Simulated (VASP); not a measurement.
Method: PBE GGA, VASP's PBE PAW potentials (set 64) (plane waves; VASP).

VASP input:

INCAR:
```
ALGO  =  Normal   ! blocked Davidson
LWAVE  =  F
SIGMA  =  0.1   ! width (eV)
LCHARG  =  F
NELM  =  100
PREC  =  Accurate
ISIF  =  2   ! forces and stress, cell fixed
KGAMMA  =  F
EDIFF  =  1E-6
ISMEAR  =  1
KSPACING  =  0.6
LASPH  =  T   ! aspherical one-centre terms
SYSTEM  =  CoSi2
ENCUT  =  400   ! plane-wave cut-off (eV)
GGA  =  PE
LREAL  =  F   ! projection in real space or not
LMAXMIX  =  4
```

**POSCAR**
```
CoSi2
1.0
  0.0000000000   2.6535740000   2.7119450000
  2.6229830000   0.0000000000   2.7119450000
  2.6229830000   2.6535740000   0.0000000000
Co Si
1 2
Cartesian
  0.0000000000   0.0000000000   0.0000000000
  1.3114915000   1.3267870000   1.3559725000
  3.9872699018   3.9803610000   4.0679175000
```

POTCAR, in this order: Co Si (PBE.64 set). Program: vasp_std.

Gaps are read on the run's mesh, which can miss a band edge.

Problem. Predict the energy per atom (σ→0), pressure, largest force, band gap (on the k-mesh).

Solution. 
The energy per atom (σ→0) comes out as -6.422 eV/atom and the band gap (on the k-mesh) is none (metal, semimetal or under 0.01 eV). The pressure comes out as 3.74 GPa and the largest force is 0.551 eV/Å.

**OSZICAR**
```
...
DAV:   7    -0.192689034857E+02    0.49613E+01   -0.17154E+01  1952   0.108E+02    0.359E+00
DAV:   8    -0.193052467002E+02   -0.36343E-01   -0.11711E+00  1848   0.937E+00    0.205E+00
DAV:   9    -0.192661988777E+02    0.39048E-01   -0.12788E-01  1928   0.772E+00    0.464E-01
DAV:  10    -0.192662025781E+02   -0.37004E-05   -0.71200E-03  2100   0.119E+00    0.101E-01
DAV:  11    -0.192661361801E+02    0.66398E-04   -0.62247E-04  2180   0.508E-01    0.359E-02
DAV:  12    -0.192661596021E+02   -0.23422E-04   -0.54722E-05  1648   0.686E-02    0.220E-02
DAV:  13    -0.192661592713E+02    0.33080E-06   -0.31390E-06  1956   0.174E-02
   1 F= -.19266159E+02 E0= -.19265660E+02  d E =-.149654E-02
```

The compound is CoSi2 in the fluorite structure. The cell was not relaxed at this level, atoms are displaced from their ideal sites. The run is one of a series of settings (KGAMMA = .FALSE., KSPACING = 0.6, KPOINTS file removed against the base run), some of them coarse on purpose. The run is not spin-polarised, so no magnetic state was tried. The electron count is odd and the run is not spin-polarised, which forces a metal.
